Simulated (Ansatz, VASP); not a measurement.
# WS2 (Tungstenite) in two plane-wave programs, part 2 of 2

Aim: how closely do two programs agree when they are given the same cell, functional and k mesh? The cell is taken from a series of runs on this material, whose earlier steps may have relaxed, scaled, displaced or heated it; both programs get it as it stands.

VASP 6.6.1 and Ansatz 0.2.0.

So far: The starting structure; Ansatz: zone-centre phonons, PBE with D3(BJ).

## (3) VASP: zone-centre phonons, PBE with D3(BJ)

Level of this step: PBE with D3(BJ), no spin polarisation; plane waves and PAW (W, S) (VASP).

The same cell, functional and mesh now go to VASP, with its own data sets.

Lines of VASP's logs that name or quote its potential files are left out, and so is its time.

INCAR reads:

```
SYSTEM = WS2
PREC = Accurate
ENCUT = 600
EDIFF = 1E-08
NELM = 120
ISMEAR = 0
SIGMA = 0.01
LREAL = .FALSE.
ALGO = Normal
GGA = PE
IVDW = 12
NBANDS = 24
LASPH = .TRUE.
LORBIT = 11
LWAVE = .FALSE.
LCHARG = .FALSE.
ISIF = 2
IBRION = 6
NFREE = 2
POTIM = 0.015
NSW = 1
GGA_COMPAT = .FALSE.
EFERMI = MIDGAP
KPAR = 2
```

POSCAR reads:

```
WS2
1.0
    3.1540599680      0.0000000000      0.0000000000
   -1.5770299840      2.7314960573      0.0000000000
    0.0000000000      0.0000000000     12.1425150914
W S
2 4
Direct
    0.3333333334      0.6666666668      0.2500000000
    0.6666666668      0.3333333334      0.7500000000
    0.3333333334      0.6666666668      0.6203110127
    0.6666666668      0.3333333334      0.1203110127
    0.3333333334      0.6666666668      0.8796889873
    0.6666666668      0.3333333334      0.3796889873
```

KPOINTS reads:

```
Automatic mesh
0
Gamma
9 9 2
0 0 0
```

Potentials, in the order of the species: W and S (PBE family, release 64).

Launch:

```
$ mpirun -np 2 vasp_std
```

Numbers of over 12 decimals in the logs are rounded to 6 here.

What it wrote:

```text
[banner, memory and clock lines left out]
running    2 mpi-ranks, on    1 nodes
 distrk:  each k-point on    1 cores,    2 groups
 distr:  one band on    1 cores,    1 groups

 POSCAR found type information on POSCAR W S
 POSCAR found :  2 types and       6 ions
 LDA part: xc-table for (Slater+PW92), standard interpolation
 POSCAR, INCAR and KPOINTS ok, starting setup
 FFT: planning ... GRIDC
 FFT: planning ... GRID_SOFT
 FFT: planning ... GRID
 WAVECAR not read
 entering main loop
       N       E                     dE             d eps       ncg     rms          rms(c)
DAV:   1     0.210344872761E+03    0.21034E+03   -0.17775E+04  1152   0.150E+03
DAV:   2    -0.323692127383E+02   -0.24271E+03   -0.23351E+03  1528   0.304E+02
DAV:   3    -0.497107817423E+02   -0.17342E+02   -0.17079E+02  1568   0.765E+01
DAV:   4    -0.501073590872E+02   -0.39658E+00   -0.39542E+00  1552   0.128E+01
DAV:   5    -0.501169314435E+02   -0.95724E-02   -0.95683E-02  1568   0.181E+00    0.397E+01
DAV:   6    -0.477205566713E+02    0.23964E+01   -0.11146E+01  1720   0.167E+01    0.181E+01
DAV:   7    -0.474348622204E+02    0.28569E+00   -0.35406E+00  1568   0.108E+01    0.905E+00
DAV:   8    -0.473027270869E+02    0.13214E+00   -0.47575E-01  1624   0.444E+00    0.135E+00
DAV:   9    -0.472985111244E+02    0.42160E-02   -0.65384E-02  1560   0.142E+00    0.574E-01
DAV:  10    -0.472969229744E+02    0.15881E-02   -0.15063E-02  1632   0.706E-01    0.337E-01
DAV:  11    -0.472968910271E+02    0.31947E-04   -0.17215E-03  1576   0.251E-01    0.115E-01
DAV:  12    -0.472969136514E+02   -0.22624E-04   -0.39622E-04  1576   0.126E-01    0.488E-02
DAV:  13    -0.472969197191E+02   -0.60677E-05   -0.24360E-05  1576   0.297E-02    0.133E-02
DAV:  14    -0.472969196896E+02    0.29550E-07   -0.29657E-06  1576   0.929E-03    0.461E-03
DAV:  15    -0.472969200214E+02   -0.33183E-06   -0.53812E-07  1608   0.470E-03    0.393E-03
DAV:  16    -0.472969201357E+02   -0.11429E-06   -0.93616E-08  1464   0.182E-03    0.510E-04
DAV:  17    -0.472969201321E+02    0.35329E-08   -0.26827E-08  1320   0.941E-04
   1 F= -.49907339E+02 E0= -.49907339E+02  d E =0.000000E+00
[... from here on, the cycles between the ionic steps are left out ...]
   2 F= -.49904898E+02 E0= -.49904898E+02  d E =0.000000E+00
   3 F= -.49904898E+02 E0= -.49904898E+02  d E =0.000000E+00
   4 F= -.49903638E+02 E0= -.49903638E+02  d E =0.000000E+00
   5 F= -.49903638E+02 E0= -.49903638E+02  d E =0.000000E+00
   6 F= -.49906153E+02 E0= -.49906153E+02  d E =0.000000E+00
   7 F= -.49906153E+02 E0= -.49906153E+02  d E =0.000000E+00
   8 F= -.49906064E+02 E0= -.49906064E+02  d E =0.000000E+00
 Finite differences progress:
  Degree of freedom:   4/  4
  Displacement:        1/  2
  Total:               7/  8
 bond charge predicted
       N       E                     dE             d eps       ncg     rms          rms(c)
DAV:   1    -0.472905041945E+02    0.52913E-02   -0.10146E+00  1176   0.456E+00    0.585E-01
DAV:   2    -0.472939551230E+02   -0.34509E-02   -0.42090E-02  1544   0.136E+00    0.521E-01
DAV:   3    -0.472939326730E+02    0.22450E-04   -0.69512E-04  1392   0.162E-01    0.408E-01
DAV:   4    -0.472938890137E+02    0.43659E-04   -0.12469E-03  1464   0.176E-01    0.101E-01
DAV:   5    -0.472938296635E+02    0.59350E-04   -0.23356E-04  1432   0.974E-02    0.297E-02
DAV:   6    -0.472938238966E+02    0.57669E-05   -0.34893E-05  1664   0.309E-02    0.255E-02
DAV:   7    -0.472938187574E+02    0.51392E-05   -0.12366E-05  1448   0.208E-02    0.174E-02
DAV:   8    -0.472938180057E+02    0.75170E-06   -0.65435E-06  1544   0.135E-02    0.686E-03
DAV:   9    -0.472938181325E+02   -0.12677E-06   -0.81214E-07  1584   0.490E-03    0.399E-03
DAV:  10    -0.472938181152E+02    0.17248E-07   -0.76774E-08  1520   0.165E-03    0.291E-03
DAV:  11    -0.472938181072E+02    0.80377E-08   -0.17728E-08  1224   0.118E-03
   9 F= -.49904393E+02 E0= -.49904393E+02  d E =0.000000E+00
 Finite differences progress:
  Degree of freedom:   4/  4
  Displacement:        2/  2
  Total:               8/  8
```

Parts of OUTCAR (step 3):

```text
ion  position               nearest neighbor table
   1  0.333  0.667  0.250-   4 2.41   6 2.41   4 2.41   6 2.41   4 2.41   6 2.41
   2  0.667  0.333  0.750-   3 2.41   5 2.41   3 2.41   5 2.41   3 2.41   5 2.41
   3  0.333  0.667  0.620-   2 2.41   2 2.41   2 2.41
   4  0.667  0.333  0.120-   1 2.41   1 2.41   1 2.41
   5  0.333  0.667  0.880-   2 2.41   2 2.41   2 2.41
   6  0.667  0.333  0.380-   1 2.41   1 2.41   1 2.41

  LATTYP: Found a hexagonal cell.
 ALAT       =     3.1540599680
 C/A-ratio  =     3.8498047642

 Subroutine GETGRP returns: Found 24 space group operations
 (whereof 12 operations were pure point group operations)

The static configuration has the point symmetry D_3d.
 The point group associated with its full space group is D_6h.

 Found     24 irreducible k-points:

   k-points           NKPTS =     24   k-points in BZ     NKDIM =     24   number of bands    NBANDS=     24

   dimension x,y,z NGX =    28 NGY =   28 NGZ =   98
   dimension x,y,z NGXF=    56 NGYF=   56 NGZF=  196

   ENCUT  =  600.0 eV  44.10 Ry    6.64 a.u.   6.30  6.30 24.25*2*pi/ulx,y,z

   NELECT =      36.0000    total number of electrons

 k-points in reciprocal lattice and weights: Automatic mesh
   0.00000000  0.00000000  0.00000000       0.006
   0.11111111  0.00000000  0.00000000       0.037
   0.22222222  0.00000000  0.00000000       0.037
   0.33333333  0.00000000  0.00000000       0.037
   0.44444444  0.00000000  0.00000000       0.037
   0.11111111  0.11111111  0.00000000       0.037
   0.22222222  0.11111111  0.00000000       0.074
   0.33333333  0.11111111  0.00000000       0.074
   0.44444444  0.11111111  0.00000000       0.037
[...]
0.33333333  0.22222222  0.50000000       0.074
   0.33333333  0.33333333  0.50000000       0.012

 Edisp (eV)   -2.61027

 average (electrostatic) potential at core
       1 -39.7290       2 -39.7342       3 -85.5221       4 -85.5349       5 -85.5300
       6 -85.5366

 E-fermi :   7.1050

 k-point     1 :       0.0000    0.0000    0.0000
  band No.  band energies     occupation
    ...
     14       4.4460      2.00000
     15       4.4460      2.00000
     16       5.2147      2.00000
     17       5.3161      2.00000
     18       6.5945      2.00000
     19       8.8674      0.00000
     20       8.8674      0.00000
     21       8.8892      0.00000
     22       8.8892      0.00000
     23       8.9106      0.00000
    ...

 k-point     2 :       0.1111    0.0000    0.0000
  band No.  band energies     occupation
    ...
     14       4.1364      2.00000
     15       4.4001      2.00000
     16       5.3162      2.00000
     17       5.3494      2.00000
     18       6.1708      2.00000
     19       8.5421      0.00000
     20       8.6921      0.00000
     21       8.7427      0.00000
     22       8.8362      0.00000
     23       8.8854      0.00000
    ...

 k-point     3 :       0.2222    0.0000    0.0000
  band No.  band energies     occupation
    ...
     14       3.9183      2.00000
     15       4.0550      2.00000
     16       4.8798      2.00000
     17       5.1117      2.00000
     18       5.2410      2.00000
     19       7.9173      0.00000
     20       8.4080      0.00000
     21       8.6945      0.00000
     22       8.8495      0.00000
     23       8.8819      0.00000
    ...

  FREE ENERGIE OF THE ION-ELECTRON SYSTEM (eV)
  ---------------------------------------------------
  free  energy   TOTEN  =       -49.9043934554 eV

  energy  without entropy=      -49.9043934554  energy(sigma->0) =      -49.90439346

 Eigenvectors and eigenvalues of the dynamical matrix
 ----------------------------------------------------

   1 f  =   13.163555 THz    82.709052 2PiTHz  439.088916 cm-1    54.440063 meV
             X         Y         Z           dx          dy          dz
      0.000000  1.820997  3.035629    -0.000000    0.000000   -0.348925
      1.577030  0.910499  9.106886     0.000000    0.000000    0.348925
      0.000000  1.820997  7.532136    -0.000000   -0.000000   -0.434886
      1.577030  0.910499  1.460878     0.000000    0.000000    0.434886
      0.000000  1.820997 10.681637    -0.000000   -0.000000   -0.434886
      1.577030  0.910499  4.610379     0.000000    0.000000    0.434886

   2 f  =   12.973982 THz    81.517934 2PiTHz  432.765460 cm-1    53.656054 meV
             X         Y         Z           dx          dy          dz
      0.000000  1.820997  3.035629     0.000000   -0.000000    0.359584
      1.577030  0.910499  9.106886     0.000000    0.000000    0.359584
      0.000000  1.820997  7.532136    -0.000000   -0.000000   -0.430523
      1.577030  0.910499  1.460878     0.000000    0.000000   -0.430523
      0.000000  1.820997 10.681637    -0.000000   -0.000000   -0.430523
      1.577030  0.910499  4.610379     0.000000    0.000000   -0.430523

   3 f  =   12.692214 THz    79.747534 2PiTHz  423.366696 cm-1    52.490757 meV
             X         Y         Z           dx          dy          dz
      0.000000  1.820997  3.035629    -0.000000   -0.000000    0.000000
      1.577030  0.910499  9.106886     0.000000    0.000000    0.000000
      0.000000  1.820997  7.532136    -0.000000   -0.000000   -0.500000
      1.577030  0.910499  1.460878     0.000000    0.000000   -0.500000
      0.000000  1.820997 10.681637    -0.000000   -0.000000    0.500000
      1.577030  0.910499  4.610379     0.000000    0.000000    0.500000

   4 f  =   12.435509 THz    78.134606 2PiTHz  414.803924 cm-1    51.429109 meV
             X         Y         Z           dx          dy          dz
      0.000000  1.820997  3.035629     0.000000   -0.000000   -0.000000
      1.577030  0.910499  9.106886    -0.000000    0.000000   -0.000000
      0.000000  1.820997  7.532136     0.000000   -0.000000    0.500000
      1.577030  0.910499  1.460878    -0.000000    0.000000   -0.500000
      0.000000  1.820997 10.681637     0.000000    0.000000   -0.500000
      1.577030  0.910499  4.610379    -0.000000   -0.000000    0.500000

   5 f  =   10.558394 THz    66.340347 2PiTHz  352.190121 cm-1    43.665990 meV
             X         Y         Z           dx          dy          dz
      0.000000  1.820997  3.035629     0.356432    0.000001    0.000000
      1.577030  0.910499  9.106886    -0.356432   -0.000001    0.000000
      0.000000  1.820997  7.532136     0.431831    0.000001   -0.000000
      1.577030  0.910499  1.460878    -0.431831   -0.000001   -0.000000
      0.000000  1.820997 10.681637     0.431831    0.000001    0.000000
      1.577030  0.910499  4.610379    -0.431831   -0.000001   -0.000000

   6 f  =   10.558394 THz    66.340347 2PiTHz  352.190121 cm-1    43.665990 meV
             X         Y         Z           dx          dy          dz
      0.000000  1.820997  3.035629    -0.000001    0.356432    0.000000
      1.577030  0.910499  9.106886     0.000001   -0.356432    0.000000
      0.000000  1.820997  7.532136    -0.000001    0.431831   -0.000000
      1.577030  0.910499  1.460878     0.000001   -0.431831   -0.000000
      0.000000  1.820997 10.681637    -0.000001    0.431831    0.000000
      1.577030  0.910499  4.610379     0.000001   -0.431831    0.000000

   7 f  =   10.551179 THz    66.295012 2PiTHz  351.949445 cm-1    43.636150 meV
             X         Y         Z           dx          dy          dz
      0.000000  1.820997  3.035629     0.359568    0.000001   -0.000000
      1.577030  0.910499  9.106886     0.359568    0.000001   -0.000000
      0.000000  1.820997  7.532136    -0.430529   -0.000002    0.000000
      1.577030  0.910499  1.460878    -0.430529   -0.000002    0.000000
      0.000000  1.820997 10.681637    -0.430529   -0.000002    0.000000
      1.577030  0.910499  4.610379    -0.430529   -0.000002   -0.000000

   8 f  =   10.551179 THz    66.295012 2PiTHz  351.949445 cm-1    43.636150 meV
             X         Y         Z           dx          dy          dz
      0.000000  1.820997  3.035629    -0.000001    0.359568    0.000000
      1.577030  0.910499  9.106886    -0.000001    0.359568    0.000000
      0.000000  1.820997  7.532136     0.000002   -0.430529    0.000000
      1.577030  0.910499  1.460878     0.000002   -0.430529    0.000000
      0.000000  1.820997 10.681637     0.000002   -0.430529    0.000000
      1.577030  0.910499  4.610379     0.000002   -0.430529    0.000000

   9 f  =    8.862708 THz    55.686038 2PiTHz  295.628126 cm-1    36.653200 meV
             X         Y         Z           dx          dy          dz
      0.000000  1.820997  3.035629    -0.000000   -0.000000   -0.000000
      1.577030  0.910499  9.106886    -0.000000    0.000000   -0.000000
      0.000000  1.820997  7.532136     0.500000   -0.000002    0.000000
      1.577030  0.910499  1.460878     0.500000   -0.000002    0.000000
      0.000000  1.820997 10.681637    -0.500000    0.000002    0.000000
      1.577030  0.910499  4.610379    -0.500000    0.000002   -0.000000

  10 f  =    8.862708 THz    55.686038 2PiTHz  295.628126 cm-1    36.653200 meV
             X         Y         Z           dx          dy          dz
      0.000000  1.820997  3.035629    -0.000000    0.000000   -0.000000
      1.577030  0.910499  9.106886     0.000000   -0.000000   -0.000000
      0.000000  1.820997  7.532136     0.000002    0.500000   -0.000000
      1.577030  0.910499  1.460878     0.000002    0.500000   -0.000000
      0.000000  1.820997 10.681637    -0.000002   -0.500000   -0.000000
      1.577030  0.910499  4.610379    -0.000002   -0.500000   -0.000000

  11 f  =    8.773115 THz    55.123109 2PiTHz  292.639624 cm-1    36.282673 meV
             X         Y         Z           dx          dy          dz
      0.000000  1.820997  3.035629    -0.000000   -0.000000    0.000000
      1.577030  0.910499  9.106886    -0.000000   -0.000000    0.000000
      0.000000  1.820997  7.532136    -0.500000    0.000001   -0.000000
      1.577030  0.910499  1.460878     0.500000   -0.000001    0.000000
      0.000000  1.820997 10.681637     0.500000   -0.000001    0.000000
      1.577030  0.910499  4.610379    -0.500000    0.000001    0.000000

  12 f  =    8.773115 THz    55.123109 2PiTHz  292.639624 cm-1    36.282673 meV
             X         Y         Z           dx          dy          dz
      0.000000  1.820997  3.035629    -0.000000    0.000000    0.000000
      1.577030  0.910499  9.106886    -0.000000    0.000000    0.000000
      0.000000  1.820997  7.532136    -0.000001   -0.500000   -0.000000
      1.577030  0.910499  1.460878     0.000001    0.500000    0.000000
      0.000000  1.820997 10.681637     0.000001    0.500000   -0.000000
      1.577030  0.910499  4.610379    -0.000001   -0.500000    0.000000

  13 f  =    1.521717 THz     9.561232 2PiTHz   50.759027 cm-1     6.293314 meV
             X         Y         Z           dx          dy          dz
      0.000000  1.820997  3.035629     0.000000   -0.000000    0.615021
      1.577030  0.910499  9.106886    -0.000000    0.000000   -0.615021
      0.000000  1.820997  7.532136    -0.000000    0.000000   -0.246727
      1.577030  0.910499  1.460878     0.000000   -0.000000    0.246727
      0.000000  1.820997 10.681637    -0.000000    0.000000   -0.246727
      1.577030  0.910499  4.610379     0.000000   -0.000000    0.246727
    [... 42 further lines ...]
      1.577030  0.910499  1.460878    -0.165269   -0.193212   -0.000000
      0.000000  1.820997 10.681637    -0.165269   -0.193212   -0.000000
      1.577030  0.910499  4.610379    -0.165269   -0.193212   -0.000000

 ELASTIC MODULI CONTR FROM IONIC RELAXATION (kBar)
 Direction    XX          YY          ZZ          XY          YZ          ZX
 --------------------------------------------------------------------------------
 XX        -476.0420   -318.6429  -1024.3029     -0.0000     -0.0000      0.0000
 YY        -318.6429   -476.0420  -1024.3029      0.0000      0.0000      0.0000
 ZZ       -1024.3029  -1024.3029  -2640.5344      0.0000      0.0000      0.0000
 XY          -0.0000      0.0000      0.0000    -78.6995     -0.0000      0.0000
 YZ          -0.0000     -0.0000      0.0000     -0.0000  -1403.0357     -0.0000
 ZX           0.0000      0.0000      0.0000      0.0000     -0.0000  -1403.0353
 --------------------------------------------------------------------------------

 total charge
# of ion       s       p       d       tot
------------------------------------------
    1        0.567   0.715   4.250   5.532
    2        0.567   0.715   4.250   5.532
    3        1.361   2.360   0.000   3.721
    4        1.361   2.360   0.000   3.721
    5        1.361   2.360   0.000   3.721
    6        1.361   2.360   0.000   3.721
--------------------------------------------------
tot          6.579  10.871   8.500  25.949

[... 3 further parts left out ...]
```

CONTCAR:

```
WS2
   1.00000000000000
     3.1540599679999999    0.0000000000000000    0.0000000000000000
    -1.5770299839999999    2.7314960572999998    0.0000000000000000
     0.0000000000000000    0.0000000000000000   12.1425150914000000
  W               S
     2     4
Direct
     0.3333333333999988    0.6666666667999976    0.2500000000000000
     0.6666666667999976    0.3333333333999988    0.7500000000000000
     0.3333333333999989    0.6666666667999978    0.6190756837844428
     0.6666666667999976    0.3333333333999988    0.1203110127000002
     0.3333333333999988    0.6666666667999976    0.8796889872999998
     0.6666666667999976    0.3333333333999988    0.3796889872999998
```

This run has no spin polarisation, so a moment on W, if there is one, isn't seen. The data set W keeps the semicore shell frozen, which is cheaper and a little less accurate.

Levels, forces or a CONTCAR printed for this step are those of its last displaced cell, not of the structure at rest.

## (4) Comparison

Known differences besides the potentials themselves: fixed occupations in Ansatz, narrow Gaussian smearing in VASP; the data sets hold 52 valence electrons in Ansatz (on its default PAW (the set named soft_2) files) and 36 in VASP; the cutoff is 420 eV in Ansatz and 600 eV in VASP; Ansatz takes the dispersion share of the force constants at frozen C6 weights, VASP differentiates the full forces; VASP uses finite displacements, Ansatz perturbation theory. Total energies have different zeros and are not compared.

The two programs side by side:

| quantity | Ansatz | VASP | difference |
| --- | --- | --- | --- |
| optical mode 1 to 2 (cm⁻¹) | 29.2 | 29.2 | 0.0 |
| optical mode 3 (cm⁻¹) | 50.7 | 50.8 | -0.16 % |
| optical mode 4 to 5 (cm⁻¹) | 291.2 | 292.6 | -0.49 % |
| optical mode 6 to 7 (cm⁻¹) | 294.2 | 295.6 | -0.48 % |
| optical mode 8 to 9 (cm⁻¹) | 350.4 | 351.9 | -0.45 % |
| optical mode 10 to 11 (cm⁻¹) | 350.6 | 352.2 | -0.44 % |
| optical mode 12 (cm⁻¹) | 411.5 | 414.8 | -0.80 % |
| optical mode 13 (cm⁻¹) | 420.2 | 423.4 | -0.75 % |
| optical mode 14 (cm⁻¹) | 431.6 | 432.8 | -0.28 % |
| optical mode 15 (cm⁻¹) | 438.0 | 439.1 | -0.24 % |

Modes are paired by rising frequency, not by their patterns, so a pair may set unlike modes beside each other; they are those without the splitting of longitudinal modes.

## (5) Summary of results

```
r.m.s. difference of the optical zone-centre modes, each program's sorted by frequency (zone-centre phonons, PBE with D3(BJ)) : 1.7 cm⁻¹
difference in optical mode 12 (zone-centre phonons, PBE with D3(BJ))                                                          : -0.8 %
```

**Reading.** The r.m.s. difference of the optical zone-centre modes, each program's sorted by frequency is 1.7 cm⁻¹ (zone-centre phonons, PBE with D3(BJ)). The data sets hold unlike numbers of valence electrons (52 in Ansatz and 36 in VASP), so part of the differences comes from the potentials. Among the rows given in per cent, the largest difference of the zone-centre phonons, PBE with D3(BJ) pair is in optical mode 12, -0.8 %. Such differences can come from data sets, numerical settings and the points named under the comparisons, not from the functional's error against experiment.

[Lines on the potential files, build, host, timing and source positions are cut from VASP's logs without a mark.]

[Logs are printed without paths, hosts, clocks, repeated set-up lines and the standing remarks that a program may print on its own settings, such as how far it seeks lower states.]

[Hosts, paths, dates, database ids (printed as entryN), source tags and the programs' standing remarks are cut or masked in the printed files.]
